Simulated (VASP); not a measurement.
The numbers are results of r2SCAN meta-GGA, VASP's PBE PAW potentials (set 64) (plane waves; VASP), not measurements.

The input files of a VASP run:

KPOINTS_OPT:
```
k-points along high-symmetry lines
10
Line-mode
Reciprocal
  0.000000   0.000000   0.000000 ! GAMMA
  0.000000   0.500000   0.000000 ! X

  0.000000   0.500000   0.000000 ! X
  0.500000   0.500000   0.000000 ! M

  0.500000   0.500000   0.000000 ! M
  0.000000   0.000000   0.000000 ! GAMMA

  0.000000   0.000000   0.000000 ! GAMMA
  0.500000   0.500000   0.500000 ! R

  0.500000   0.500000   0.500000 ! R
  0.000000   0.500000   0.000000 ! X

  0.500000   0.500000   0.500000 ! R
  0.500000   0.500000   0.000000 ! M
```

### INCAR
```
SYSTEM  =  Cr
PREC  =  Accurate; ENCUT  =  400; LREAL  =  .FALSE.
LASPH  =  .TRUE.
EDIFF  =  1E-7; NELM  =  100; ALGO  =  Normal
LMAXMIX  =  4; LMIXTAU  =  .TRUE.
ISMEAR  =  -5
METAGGA  =  R2SCAN
MAGMOM  =  2.7 -2.7
ISPIN  =  2
ISIF  =  2
LWAVE  =  .FALSE.; LCHARG  =  .FALSE.; LORBIT  =  11
NEDOS  =  601
```

### KPOINTS
```
K-points
0
G
14 14 14
0 0 0
```

**POSCAR**
```
Cr
2.9614740
  0.9999998789   0.0000000000   0.0000000000
  0.0000000000   0.9999998789   0.0000000000
  0.0000000000   0.0000000000   0.9999998789
Cr
2
Cartesian
  0.0000000000   0.0000000000   0.0000000000
  0.4999999395   0.4999999395   0.4999999395
```

POTCAR, in this order: Cr_pv (PBE.64 set). Program: vasp_std.

Output

**OSZICAR**
```
       N       E                     dE             d eps       ncg     rms          rms(c)
DAV:   1     0.192288601906E+03    0.19229E+03   -0.12934E+04  7832   0.154E+03
DAV:   2    -0.296487799212E+02   -0.22194E+03   -0.22070E+03  7976   0.466E+02
DAV:   3    -0.374310371119E+02   -0.77823E+01   -0.77658E+01 10272   0.988E+01
DAV:   4    -0.375603386549E+02   -0.12930E+00   -0.12929E+00 10320   0.124E+01
DAV:   5    -0.375627987949E+02   -0.24601E-02   -0.24600E-02 11624   0.109E+00    0.200E+01
DAV:   6    -0.297743717994E+02    0.77884E+01   -0.32601E+01  8312   0.732E+01    0.109E+01
DAV:   7    -0.299501835991E+02   -0.17581E+00   -0.19355E+00  8304   0.171E+01    0.464E+00
DAV:   8    -0.301036302871E+02   -0.15345E+00   -0.30231E-01 13112   0.351E+00    0.336E+00
DAV:   9    -0.301369158584E+02   -0.33286E-01   -0.65430E-02  9640   0.141E+00    0.299E+00
DAV:  10    -0.301506536461E+02   -0.13738E-01   -0.18311E-01 10376   0.356E+00    0.116E+00
DAV:  11    -0.301551538340E+02   -0.45002E-02   -0.10869E-02  9584   0.112E+00    0.492E-01
DAV:  12    -0.301551510796E+02    0.27544E-05   -0.16918E-03 11944   0.419E-01    0.375E-01
DAV:  13    -0.301549654103E+02    0.18567E-03   -0.44205E-04  9112   0.247E-01    0.113E-01
DAV:  14    -0.301549014186E+02    0.63992E-04   -0.18914E-04 10040   0.922E-02    0.102E-01
DAV:  15    -0.301549227695E+02   -0.21351E-04   -0.32388E-05  8368   0.750E-02    0.357E-02
DAV:  16    -0.301549100602E+02    0.12709E-04   -0.64900E-06 11744   0.217E-02    0.776E-03
DAV:  17    -0.301549091576E+02    0.90260E-06   -0.86884E-07  9624   0.746E-03    0.306E-03
DAV:  18    -0.301549104520E+02   -0.12944E-05   -0.48582E-08  4408   0.275E-03    0.751E-04
DAV:  19    -0.301549121368E+02   -0.16848E-05   -0.20510E-08  4088   0.102E-03    0.352E-04
DAV:  20    -0.301549120185E+02    0.11829E-06   -0.63783E-09  4056   0.597E-04    0.142E-04
DAV:  21    -0.301549120658E+02   -0.47245E-07   -0.16907E-09  4016   0.299E-04
   1 F= -.30154912E+02 E0= -.30154912E+02  d E =0.000000E+00  mag=     0.0000
       N       E                     dE             ncg
```

File OUTCAR:
```
------------------------ aborting loop because EDIFF is reached ----------------------------------------
  FORCE on cell =-STRESS in cart. coord.  units (eV):
  Direction    XX          YY          ZZ          XY          YZ          ZX
  --------------------------------------------------------------------------------------
  Total       -0.0286610     -0.0286610     -0.0286610      0.0000000      0.0000000      0.0000000
  in kB       -1.7679865     -1.7679865     -1.7679865      0.0000000      0.0000000      0.0000000
  external PRESSURE =      -1.7679865 kB  Pullay stress =       0.0000000 kB
  volume of cell :       25.97
      direct lattice vectors                 reciprocal lattice vectors
     2.961473642  0.000000000  0.000000000     0.337669728  0.000000000  0.000000000
     0.000000000  2.961473642  0.000000000     0.000000000  0.337669728  0.000000000
     0.000000000  0.000000000  2.961473642     0.000000000  0.000000000  0.337669728
 POSITION                                       TOTAL-FORCE (eV/Angst)
 -----------------------------------------------------------------------------------
      0.00000      0.00000      0.00000        -0.000000     -0.000000     -0.000000
      1.48074      1.48074      1.48074         0.000000      0.000000      0.000000
 -----------------------------------------------------------------------------------
    total drift:                               -0.000000      0.000000      0.000000
  FREE ENERGIE OF THE ION-ELECTRON SYSTEM (eV)
  ---------------------------------------------------
  free  energy   TOTEN  =       -30.1549120658 eV

  energy  without entropy=      -30.1549120658  energy(sigma->0) =      -30.15491207

 total charge

# of ion       s       p       d       tot
------------------------------------------
    1        0.654   6.356   4.066  11.075
    2        0.654   6.356   4.066  11.075
--------------------------------------------------
tot          1.307  12.712   8.132  22.151

 magnetization (x)

# of ion       s       p       d       tot
------------------------------------------
    1        0.094   0.044   2.556   2.693
    2       -0.094  -0.044  -2.556  -2.693
--------------------------------------------------
tot          0.000  -0.000   0.000  -0.000
```
(Selected blocks of OUTCAR.)

For a metal the tetrahedron method with Blöchl corrections gives inexact stress and forces.

The compound is Cr in the bcc, AFM order structure. It was relaxed first, which changed the volume by +9 %.
